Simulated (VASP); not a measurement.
VASP runs on HgSe (zinc blende) share one base input (PBE GGA, plane waves, VASP's PBE PAW potentials (set 64)) and change the settings named in each case.

**KPOINTS**
```
Automatic mesh
0
Gamma
 7 7 7
0 0 0
```

**INCAR**
```
# general
SYSTEM  = HgSe
PREC    = Accurate
ENCUT   = 400
LREAL   = .FALSE.
LASPH   = .TRUE.

# electronic loop
EDIFF   = 1E-6
NELM    = 100
ALGO    = Normal
LMAXMIX = 6

# smearing
ISMEAR  = 0
SIGMA   = 0.05

# functional
GGA     = PE

# ions
ISIF    = 2

# output
LWAVE   = .FALSE.
LCHARG  = .FALSE.
```

### POSCAR
```
HgSe
1
    0.0000000000     3.0400000000     3.0400000000
    3.0400000000     0.0000000000     3.0400000000
    3.0400000000     3.0400000000     0.0000000000
Hg Se
1 1
Direct
  0.0000000000   0.0000000000   0.0000000000
  0.2500000000   0.2500000000   0.2500000000
```

POTCAR, in this order: Hg Se (PBE.64 set). Program: vasp_std.

```json
[
 {"change": "base run", "electronic steps": "13"},
 {"change": "ALGO = Fast", "electronic steps": "13"},
 {"change": "ALGO = VeryFast", "electronic steps": "19"},
 {"change": "ALGO = All", "electronic steps": "14"},
 {"change": "ALGO = Damped", "electronic steps": "20"},
 {"change": "ALGO = Conjugate", "electronic steps": "14"}
]
```
 Unless said otherwise, spin-orbit coupling is left out, though it shifts the bands of the heavy elements here.

Left out are runs that ran out of time, are held back, or changed the cell or the kind of run, fixed moments of cells without a moment, rows past the twelfth, gaps on odd meshes, pressures of charged cells and columns that move by less than the noise.

The compound is HgSe in the zinc blende structure. The cell was not relaxed at this level.
